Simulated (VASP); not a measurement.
OSZICAR of a VASP run on Ta (space group Im-3m):

File OSZICAR:
```
       N       E                     dE             d eps       ncg     rms          rms(c)
DAV:   1     0.282351805451E+02    0.28235E+02   -0.51686E+03   180   0.807E+02
DAV:   2    -0.117721431038E+02   -0.40007E+02   -0.38832E+02   231   0.182E+02
DAV:   3    -0.122038705416E+02   -0.43173E+00   -0.42664E+00   189   0.209E+01
DAV:   4    -0.122061869168E+02   -0.23164E-02   -0.23147E-02   204   0.143E+00
DAV:   5    -0.122062080438E+02   -0.21127E-04   -0.21127E-04   195   0.102E-01    0.144E+01
DAV:   6    -0.118490422271E+02    0.35717E+00   -0.38890E-01   183   0.759E+00    0.710E+00
DAV:   7    -0.117370604097E+02    0.11198E+00   -0.34052E-01   188   0.676E+00    0.405E-01
DAV:   8    -0.117355978852E+02    0.14625E-02   -0.46622E-03   193   0.867E-01    0.178E-01
DAV:   9    -0.117355703698E+02    0.27515E-04   -0.14812E-04   192   0.130E-01    0.334E-02
DAV:  10    -0.117355678318E+02    0.25380E-05   -0.32152E-06   186   0.244E-02    0.321E-03
DAV:  11    -0.117355663707E+02    0.14611E-05   -0.45084E-08    93   0.291E-03    0.283E-04
DAV:  12    -0.117355659066E+02    0.46409E-06   -0.46696E-09    93   0.841E-04
   1 F= -.11735566E+02 E0= -.11726168E+02  d E =-.187955E-01
```

Problem. Which electronic solver shows in the log?

Solution. It is blocked Davidson (ALGO = Normal, or the opening steps of other solvers). The INCAR had ALGO = Normal.

Problem. Can the final energy be trusted as converged?

Solution. Self-consistency was reached. It stopped with EDIFF = 1E-6, NELM = 100 (PBE GGA, plane waves, VASP's PBE PAW potentials (set 64)).

The structure is a typed Ta crystal (Im-3m). The cell was not relaxed at this level. The k-mesh is coarse (spacing up to 0.54 per Å, 2π included), so the numbers may not be converged in it. The run is one of a series of settings (KPOINTS 5×5×5 Γ-centred mesh against the base run), some of them coarse on purpose.
